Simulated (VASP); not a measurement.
# GaN with AM05: from relaxation to properties, part 7 of 9

What structure and properties does AM05 give GaN, and how near are they to the measured ones? The start is a cell from a database of measured crystal structures.

VASP 6.6.1, plane waves and PAW; the level of theory is named at each step.

So far, gap on the k-mesh (eV): 2.02 in steps 2, 3 and 6. The relaxed cell has a = 3.180, c = 5.177 Å (conventional setting).

The database entry behind the starting cell differs from later determinations by our own check (thin film, about 0.3 % long), so it need not match the best structure at ambient conditions.

## Step 9: Optical spectrum (AM05)

Level of this step: AM05; plane waves and PAW (Ga_d, N) (VASP).

LOPTICS sums transitions from filled to empty bands. The mesh is finer than in the run before. NBANDS is raised for it.

INCAR

```
SYSTEM = GaN
PREC = Accurate
ENCUT = 520
EDIFF = 1E-06
NELM = 100
ISMEAR = 0
SIGMA = 0.05
LREAL = .FALSE.
ALGO = Normal
GGA = AM
NBANDS = 50
LORBIT = 11
LWAVE = .FALSE.
LCHARG = .FALSE.
KPAR = 4
LOPTICS = .TRUE.
NEDOS = 1500
CSHIFT = 0.1
```

POSCAR

```
GaN
1.0
    3.1804015281      0.0000000000      0.0000000000
   -1.5902007640      2.7543085176      0.0000000000
    0.0000000000      0.0000000000      5.1773553217
Ga N
2 2
Direct
    0.6666666667      0.3333333333      0.5915912693
    0.3333333333      0.6666666667      0.0915912693
    0.6666666667      0.3333333333      0.9684087307
    0.3333333333      0.6666666667      0.4684087307
```

KPOINTS

```
Automatic mesh
0
Gamma
12 12 7
0 0 0
```

The projector-augmented-wave data sets are Ga_d and N (PBE family, release 64).

Started as:

```bash
$ mpirun -np 4 vasp_std
```

The program printed:

```text
[... set-up lines as in an earlier step ...]
 entering main loop
       N       E                     dE             d eps       ncg     rms          rms(c)
DAV:   1     0.304916734243E+03    0.30492E+03   -0.13366E+04 10720   0.135E+03
DAV:   2     0.137974744719E+02   -0.29112E+03   -0.25281E+03  7640   0.360E+02
DAV:   3    -0.277994413827E+02   -0.41597E+02   -0.40596E+02  8938   0.934E+01
DAV:   4    -0.289244742563E+02   -0.11250E+01   -0.11232E+01  8786   0.161E+01
DAV:   5    -0.289350942728E+02   -0.10620E-01   -0.10619E-01  9078   0.157E+00    0.102E+01
DAV:   6    -0.253946570756E+02    0.35404E+01   -0.22137E+00 12298   0.248E+01    0.334E+00
DAV:   7    -0.254203832487E+02   -0.25726E-01   -0.80211E-01  8454   0.394E+00    0.265E+00
DAV:   8    -0.254113053419E+02    0.90779E-02   -0.11982E-01  9360   0.170E+00    0.184E+00
DAV:   9    -0.253876481963E+02    0.23657E-01   -0.19567E-02  9840   0.138E+00    0.445E-01
DAV:  10    -0.253885671804E+02   -0.91898E-03   -0.65538E-03  8570   0.377E-01    0.232E-01
DAV:  11    -0.253884872325E+02    0.79948E-04   -0.24641E-04  9670   0.245E-01    0.112E-01
DAV:  12    -0.253884767146E+02    0.10518E-04   -0.41379E-05  8920   0.291E-02    0.607E-02
DAV:  13    -0.253884752631E+02    0.14515E-05   -0.98478E-06  8856   0.268E-02    0.169E-02
DAV:  14    -0.253884751443E+02    0.11880E-06   -0.90688E-07  7850   0.546E-03
   1 F= -.25388475E+02 E0= -.25388475E+02  d E =-.818724E-12
 optical routines
 imaginary and real dielectric function
 recalculating local potential from charge density
 direction            1
 direction            2
 direction            3
```

The job ended after 69 s (4 MPI ranks of AMD EPYC 7R43, shared host; peak memory 1.4 GiB; 3.6 min of CPU time).

Parts of OUTCAR (step 9):

```text
   k-points           NKPTS =     76   k-points in BZ     NKDIM =     76   number of bands    NBANDS=     50

   NELECT =      36.0000    total number of electrons

 E-fermi :   5.5223

 k-point     1 :       0.0000    0.0000    0.0000
  band No.  band energies     occupation
    ...
     14       4.2561      2.00000
     15       4.2561      2.00000
     16       5.2729      2.00000
     17       5.3099      2.00000
     18       5.3099      2.00000
     19       7.3252      0.00000
     20       9.5950      0.00000
     21      14.5193      0.00000
     22      15.1691      0.00000
     23      15.1691      0.00000
    ...

  Total       -0.0219013     -0.0219013      0.0308769     -0.0000000      0.0000000      0.0000000
  in kB       -0.7737096     -0.7737096      1.0907932     -0.0000000      0.0000000      0.0000000
  external PRESSURE =      -0.1522086 kB  Pullay stress =       0.0000000 kB

 POSITION                                       TOTAL-FORCE (eV/Angst)
 -----------------------------------------------------------------------------------
      1.59020      0.91810      3.06288         0.000000      0.000000     -0.000673
     -0.00000      1.83621      0.47420        -0.000000     -0.000000     -0.000673
      1.59020      0.91810      5.01380        -0.000000     -0.000000      0.000673
     -0.00000      1.83621      2.42512         0.000000      0.000000      0.000673
 -----------------------------------------------------------------------------------
    total drift:                               -0.000001     -0.000002      0.001299

  FREE ENERGIE OF THE ION-ELECTRON SYSTEM (eV)
  ---------------------------------------------------
  free  energy   TOTEN  =       -25.3884751443 eV

  energy  without entropy=      -25.3884751443  energy(sigma->0) =      -25.38847514

 plasma frequency squared (from intraband transitions) (eV^2)
  --------------------------------------------------------------------------------------
       0.000       0.000       0.000
       0.000       0.000       0.000
       0.000       0.000       0.000

[... 9 parts as in an earlier step ...]

[... 7 further parts left out ...]
```

These are independent-particle spectra without excitons or local fields, and fine structure depends on the mesh and on CSHIFT.

Numbers from this step:

```yaml
scf_cycles: 14
bands: 50
irreducible_k_points: 76
fermi_energy: 5.522 eV
pressure: -0.01522 GPa
```

The imaginary dielectric function has structure finer than the step of the table below, so its rows give means over 1 eV, whole bins alone (the curve runs from 0 to 25.0 eV). Peaks (eV: height): xx 3.1: 1.95, 4.0: 2.27, 7.1: 7.40, 8.0: 8.58, 8.7: 7.42, 11.2: 6.84; zz 3.8: 2.80, 4.8: 3.61, 5.9: 10.3, 6.7: 9.08, 8.1: 8.28, 9.7: 6.40, 10.7: 9.21.

The imaginary dielectric function by photon energy; means over each step:

```tsv
photon energy (eV)	xx	zz
1	0.0372	0.0396
2	0.383	0.395
3	1.24	1.38
4	1.52	1.78
5	2.73	2.77
6	6.10	7.58
7	6.75	7.37
8	7.22	6.55
9	6.46	4.34
10	5.25	5.41
11	6.27	7.77
12	4.75	4.64
13	2.49	2.02
14	1.80	1.67
15	1.26	1.45
16	0.864	0.915
17	0.822	0.701
18	0.742	0.675
19	0.602	0.569
20	0.520	0.584
21	0.527	0.556
22	0.400	0.417
23	0.513	0.483
24	0.404	0.472
```

Table of real dielectric function by photon energy:

```tsv
photon energy (eV)	xx	zz
0.0	5.80	5.96
0.5	5.83	6.00
1.0	5.95	6.13
1.5	6.20	6.39
2.0	6.50	6.86
2.5	7.24	7.55
3.0	7.13	6.97
3.5	6.85	7.12
4.0	6.53	6.44
4.5	7.87	8.02
5.0	7.26	7.61
5.5	9.25	10.9
6.0	6.70	4.82
6.5	5.86	6.06
7.0	5.14	1.98
7.5	4.86	2.59
8.0	2.32	2.43
8.5	2.58	-0.112
9.0	0.826	3.10
9.5	0.425	2.37
10.0	0.890	1.42
10.5	0.880	3.47
11.0	0.308	-0.925
11.5	-1.36	-2.43
12.0	-2.89	-3.40
12.5	-2.58	-3.28
13.0	-2.15	-1.86
13.5	-1.72	-1.70
14.0	-1.67	-1.25
14.5	-1.43	-1.11
15.0	-1.21	-1.13
15.5	-1.03	-1.16
16.0	-0.753	-0.972
16.5	-0.471	-0.589
17.0	-0.580	-0.639
17.5	-0.278	-0.298
18.0	-0.188	-0.0773
18.5	-0.298	-0.287
19.0	-0.200	-0.103
19.5	-0.0728	0.0430
20.0	-0.0158	0.0825
20.5	0.0854	0.0830
21.0	0.122	0.111
21.5	0.0753	0.120
22.0	0.201	0.160
22.5	0.386	0.361
23.0	0.290	0.340
23.5	0.245	0.307
24.0	0.283	0.312
24.5	0.350	0.350
```

Its static limit, 5.85, stands beside 5.72 from the response with local fields; local fields, the finite band count and the meshes make the difference. The mean of ε2 over directions passes 5 % of its top at 1.92 eV, against a least direct gap of 2.02 eV on this mesh; what lies under the gap is the tail of the broadening by CSHIFT.

## Step 10: Core levels (AM05)

Core levels shift with the potential at each site, so they tell like atoms on unlike sites apart.

INCAR: that of step 9 with these lines changed.

```diff
@@ -10,3 +10,3 @@
 GGA = AM
-NBANDS = 50
+NBANDS = 24
 LORBIT = 11
@@ -15,4 +15,2 @@
 KPAR = 4
-LOPTICS = .TRUE.
-NEDOS = 1500
-CSHIFT = 0.1
+ICORELEVEL = 1
```

POSCAR is that of step 9.

KPOINTS

```
Automatic mesh
0
Gamma
8 8 5
0 0 0
```

Started as:

```bash
$ mpirun -np 4 vasp_std
```

The program printed:

```text
[... set-up lines as in an earlier step ...]
 entering main loop
       N       E                     dE             d eps       ncg     rms          rms(c)
[... 15 cycles as in an earlier step ...]
   1 F= -.25387999E+02 E0= -.25387999E+02  d E =-.199961E-18
```

Run time: 21 s. Hardware: 4 MPI ranks; peak memory 0.54 GiB.

Parts of OUTCAR (step 10):

```text
   NELECT =      36.0000    total number of electrons

 the core state eigenenergies are
   1-  1s -10217.0111  2s  -1250.4264  2p  -1086.8824  3s   -136.6748  3p    -87.4182

   2-  1s -10217.0111  2s  -1250.4264  2p  -1086.8824  3s   -136.6748  3p    -87.4182

   3-  1s   -370.3771
   4-  1s   -370.3771

 E-fermi :   5.6032

[... 20 parts as in an earlier step ...]

[... 1 further part left out ...]
```

These are scalar-relativistic Kohn-Sham levels of the ground state, with no core hole, so they are not binding energies.

This step gave:

```
SCF cycles                     : 15
bands                          : 24
irreducible k-points           : 30
Fermi energy                   : 5.603 eV
pressure                       : -0.01859 GPa
gap on the k-mesh              : 2.016 eV
least direct gap on the k-mesh : 2.016 eV
```

Kohn-Sham core levels. Core levels, by row:

```tsv
atom	shell	level below the valence-band top (eV)
Ga1	1s	10222
Ga1	2s	1256
Ga1	2p	1092
Ga1	3s	142
Ga1	3p	92.73
Ga2	1s	10222
Ga2	2s	1256
Ga2	2p	1092
Ga2	3s	142
Ga2	3p	92.73
N3	1s	375.7
N4	1s	375.7
```

Atoms of one element give levels within 0.1 eV of each other.

## Step 11: Band structure (AM05 + SOC)

This step: AM05, spin-orbit coupling; plane waves and PAW (Ga_d, N) (VASP 6.6.1).

Levels along the symmetry lines show where the bands peak and cross; KPOINTS_OPT computes them in the converged potential. Spin-orbit coupling needs spinors and the noncollinear program, where each band holds one electron.

INCAR: that of step 10 with these lines changed.

```diff
@@ -10,3 +10,8 @@
 GGA = AM
-NBANDS = 24
+LNONCOLLINEAR = .TRUE.
+MAGMOM = 0 0 0 0 0 0 0 0 0 0 0 0
+NBANDS = 48
+GGA_COMPAT = .FALSE.
+LASPH = .TRUE.
+LSORBIT = .TRUE.
 LORBIT = 11
@@ -15,2 +20 @@
 KPAR = 4
-ICORELEVEL = 1
```

POSCAR is that of step 10.

KPOINTS

```
Automatic mesh
0
Gamma
7 7 4
0 0 0
```

KPOINTS_OPT

```
Line mode
16
Line-mode
Reciprocal
  0.00000000   0.00000000   0.00000000 GAMMA
  0.50000000   0.00000000   0.00000000 M

  0.50000000   0.00000000   0.00000000 M
  0.33333333   0.33333333   0.00000000 K

  0.33333333   0.33333333   0.00000000 K
  0.00000000   0.00000000   0.00000000 GAMMA

  0.00000000   0.00000000   0.00000000 GAMMA
  0.00000000   0.00000000   0.50000000 A

  0.00000000   0.00000000   0.50000000 A
  0.50000000   0.00000000   0.50000000 L

  0.50000000   0.00000000   0.50000000 L
  0.33333333   0.33333333   0.50000000 H

  0.33333333   0.33333333   0.50000000 H
  0.00000000   0.00000000   0.50000000 A

  0.50000000   0.00000000   0.50000000 L
  0.50000000   0.00000000   0.00000000 M

  0.33333333   0.33333333   0.00000000 K
  0.33333333   0.33333333   0.50000000 H
```

Started as:

```bash
$ mpirun -np 4 vasp_ncl
```

The program printed:

```text
[... set-up lines as in an earlier step ...]
 entering main loop
       N       E                     dE             d eps       ncg     rms          rms(c)
DAV:   1     0.402775453307E+03    0.40278E+03   -0.16085E+04  3544   0.282E+03
DAV:   2     0.539703695818E+02   -0.34881E+03   -0.32576E+03  3088   0.725E+02
DAV:   3    -0.226137799734E+02   -0.76584E+02   -0.74436E+02  3560   0.221E+02
DAV:   4    -0.287769607643E+02   -0.61632E+01   -0.61037E+01  3968   0.653E+01
DAV:   5    -0.289381025325E+02   -0.16114E+00   -0.16096E+00  3624   0.113E+01    0.102E+01
DAV:   6    -0.253126987871E+02    0.36254E+01   -0.89891E+00  5488   0.517E+01    0.299E+00
DAV:   7    -0.254283810283E+02   -0.11568E+00   -0.18377E+00  3296   0.979E+00    0.267E+00
DAV:   8    -0.254222400101E+02    0.61410E-02   -0.24446E-01  4448   0.806E+00    0.933E-01
DAV:   9    -0.253954841766E+02    0.26756E-01   -0.96359E-02  4632   0.577E+00    0.250E-01
DAV:  10    -0.253966343027E+02   -0.11501E-02   -0.88391E-03  3616   0.879E-01    0.933E-02
DAV:  11    -0.253967342622E+02   -0.99960E-04   -0.93287E-04  4168   0.494E-01    0.401E-02
DAV:  12    -0.253967476005E+02   -0.13338E-04   -0.13950E-04  4168   0.969E-02    0.194E-02
DAV:  13    -0.253967457990E+02    0.18016E-05   -0.25480E-05  4008   0.104E-01    0.695E-03
DAV:  14    -0.253967468396E+02   -0.10407E-05   -0.63970E-06  3320   0.324E-02    0.229E-03
DAV:  15    -0.253967469355E+02   -0.95894E-07   -0.18171E-06  2968   0.189E-02
   1 F= -.25396747E+02 E0= -.25396747E+02  d E =-.115110E-11  mag=     0.0000    -0.0000     0.0000
 Start KPOINTS_OPT (optional k-point list driver)
k-point batch [1-32\144]
       N       E                     dE             ncg
DAV:   1     0.792284635425E+04   -0.24019E+05     3600
DAV:   2    -0.296935046462E+04   -0.10892E+05     3112
DAV:   3    -0.520569714134E+04   -0.22363E+04     3512
DAV:   4    -0.536568813314E+04   -0.15999E+03     3816
DAV:   5    -0.537087109421E+04   -0.51830E+01     3800
DAV:   6    -0.537101560463E+04   -0.14451E+00     4056
DAV:   7    -0.537102034568E+04   -0.47410E-02     4272
DAV:   8    -0.537102039602E+04   -0.50345E-04     3992
DAV:   9    -0.537102039676E+04   -0.73501E-06     2480
[...]
k-point batch [129-144\144]
       N       E                     dE             ncg
DAV:   1     0.258187748738E+05   -0.20405E+05     1800
DAV:   2     0.203920439539E+05   -0.54267E+04     1536
DAV:   3     0.193031888357E+05   -0.10889E+04     1712
DAV:   4     0.192244734668E+05   -0.78715E+02     1984
DAV:   5     0.192225283947E+05   -0.19451E+01     1712
DAV:   6     0.192224591500E+05   -0.69245E-01     2248
DAV:   7     0.192224574748E+05   -0.16752E-02     1920
DAV:   8     0.192224574573E+05   -0.17506E-04     2184
DAV:   9     0.192224574570E+05   -0.23841E-06     1120
```

The job ended after 3.1 min (4 MPI ranks; peak memory 1.4 GiB; 9.8 min of CPU time).

From OUTCAR (step 11):

```text
   k-points           NKPTS =     32   k-points in BZ     NKDIM =     32   number of bands    NBANDS=     48

   NELECT =      36.0000    total number of electrons

 E-fermi :   5.5331

 k-point     1 :       0.0000    0.0000    0.0000
  band No.  band energies     occupation
    ...
     32       5.2742      1.00000
     33       5.3105      1.00000
     34       5.3105      1.00000
     35       5.3150      1.00000
     36       5.3150      1.00000
     37       7.3268      0.00000
     38       7.3268      0.00000
     39       9.5964      0.00000
     40       9.5964      0.00000
     41      14.5205      0.00000
    ...

  Total        0.0083061      0.0083061      0.0499267      0.0000000      0.0000000      0.0000000
  in kB        0.2934292      0.2934292      1.7637674      0.0000000      0.0000000      0.0000000
  external PRESSURE =       0.7835419 kB  Pullay stress =       0.0000000 kB

 POSITION                                       TOTAL-FORCE (eV/Angst)
 -----------------------------------------------------------------------------------
      1.59020      0.91810      3.06288        -0.000000     -0.000000     -0.000038
     -0.00000      1.83621      0.47420         0.000000      0.000000     -0.000038
      1.59020      0.91810      5.01380        -0.000000      0.000000      0.000038
     -0.00000      1.83621      2.42512         0.000000     -0.000000      0.000038
 -----------------------------------------------------------------------------------
    total drift:                               -0.000000     -0.000000      0.001365

  FREE ENERGIE OF THE ION-ELECTRON SYSTEM (eV)
  ---------------------------------------------------
  free  energy   TOTEN  =       -25.3967469355 eV

  energy  without entropy=      -25.3967469355  energy(sigma->0) =      -25.39674694

 Spin-Orbit-Coupling matrix elements
 Ion:    1  E_soc:     -0.0108718
 Ion:    2  E_soc:     -0.0108718
 Ion:    3  E_soc:     -0.0000933
 Ion:    4  E_soc:     -0.0000933

 magnetization (x)
# of ion       s       p       d       tot
------------------------------------------
    1       -0.000   0.000   0.000   0.000
    2        0.000  -0.000   0.000  -0.000
    3        0.000   0.000   0.000   0.000
    4        0.000  -0.000   0.000  -0.000
--------------------------------------------------
tot          0.000   0.000   0.000   0.000

 magnetization (y)
# of ion       s       p       d       tot
------------------------------------------
    1        0.000  -0.000   0.000  -0.000
    2        0.000   0.000   0.000   0.000
    3        0.000  -0.000   0.000  -0.000
    4        0.000   0.000   0.000   0.000
--------------------------------------------------
tot          0.000  -0.000   0.000  -0.000

 magnetization (z)
# of ion       s       p       d       tot
------------------------------------------
    1        0.000  -0.000   0.000  -0.000
    2       -0.000  -0.000   0.000  -0.000
    3        0.000   0.000   0.000   0.000
    4        0.000   0.000   0.000   0.000
--------------------------------------------------
tot          0.000   0.000   0.000   0.000

[... 7 parts as in an earlier step ...]

[... 9 further parts left out ...]
```

LASPH is switched on together with spin-orbit coupling, so the change from the scalar run holds both.

This step gave:

```yaml
bands: 48
irreducible_k_points: 32
free_energy_toten: -25.40 eV
fermi_energy: 5.533 eV
pressure: 0.07835 GPa
least_gap_on_mesh_and_path: 2.012 eV
least_direct_gap_on_mesh_and_path: 2.012 eV
```

On-site spin-orbit energy by atom:

```tsv
atom	on-site spin-orbit energy (eV)
Ga1	-0.0109
Ga2	-0.0109
N3	-0.0001
N4	-0.0001
```

Electronic bands along the path, in eV, zero at the valence-band top; v1 is the highest filled band, c1 the lowest empty one:

```tsv
point	v4	v3	v2	v1	c1	c2	c3	c4
Γ	0.00	0.00	0.00	0.00	2.01	2.01	4.28	4.28
0.47 of the way	-0.65	-0.62	-0.46	-0.45	4.18	4.20	5.92	5.93
M	-2.25	-2.25	-1.02	-1.02	5.02	5.02	5.59	5.59
0.47 of the way	-2.39	-2.38	-1.83	-1.83	5.61	5.61	6.43	6.44
K	-3.03	-3.01	-2.77	-2.77	5.09	5.09	7.84	7.85
0.47 of the way	-1.19	-1.18	-1.05	-1.02	5.21	5.23	6.88	6.88
Γ	0.00	0.00	0.00	0.00	2.01	2.01	4.28	4.28
0.47 of the way	-0.15	-0.15	-0.14	-0.14	3.09	3.09	4.38	4.38
A	-0.53	-0.53	-0.53	-0.53	4.31	4.31	4.31	4.31
0.47 of the way	-1.24	-1.24	-1.24	-1.24	5.29	5.29	5.30	5.30
L	-1.92	-1.92	-1.92	-1.92	4.39	4.39	4.39	4.39
0.47 of the way	-1.64	-1.64	-1.62	-1.62	5.24	5.24	5.27	5.27
H	-1.50	-1.50	-1.50	-1.50	6.41	6.41	6.43	6.43
0.47 of the way	-1.90	-1.90	-1.87	-1.87	5.68	5.68	5.70	5.70
A	-0.53	-0.53	-0.53	-0.53	4.31	4.31	4.31	4.31
jump to L	-1.92	-1.92	-1.92	-1.92	4.39	4.39	4.39	4.39
0.47 of the way	-1.68	-1.68	-1.36	-1.36	4.25	4.25	5.05	5.05
M	-2.25	-2.25	-1.02	-1.02	5.02	5.02	5.59	5.59
jump to K	-3.03	-3.01	-2.77	-2.77	5.09	5.09	7.84	7.85
0.53 of the way	-2.17	-2.14	-2.14	-2.13	5.94	5.94	7.12	7.12
H	-1.50	-1.50	-1.50	-1.50	6.41	6.41	6.43	6.43
```

Of the projections kept (Ga, N), the largest for each band there; the rest of the weight can lie on other orbitals:

```tsv
point	v4	v3	v2	v1	c1	c2	c3	c4
Γ	N 0.78	N 0.78	N 0.78	N 0.78	N 0.59	N 0.59	Ga 0.71	Ga 0.71
M	N 0.63	N 0.63	N 0.72	N 0.72	Ga 0.89	Ga 0.89	Ga 0.60	Ga 0.60
K	N 0.61	N 0.61	N 0.63	N 0.63	Ga 0.89	Ga 0.89	N 0.56	N 0.56
Γ	N 0.78	N 0.78	N 0.78	N 0.78	N 0.59	N 0.59	Ga 0.71	Ga 0.71
A	N 0.74	N 0.74	N 0.74	N 0.74	N 0.53	N 0.53	N 0.53	N 0.53
L	N 0.68	N 0.68	N 0.68	N 0.68	Ga 0.74	Ga 0.74	Ga 0.74	Ga 0.74
```

The gap moves by -0.00 eV against AM05, which ran on another mesh.

(Continued in part 8 of 9.)

[Lines on the potential files, build, host, timing and source positions are cut from VASP's logs without a mark.]

[Logs are printed without paths, hosts, clocks, repeated set-up lines and the standing remarks that a program may print on its own settings, such as how far it seeks lower states.]

[Hosts, paths, dates, database ids (printed as entryN), source tags and the programs' standing remarks are cut or masked in the printed files.]

[A measured line is paired with the nearest computed mode of its activity, which favours agreement.]
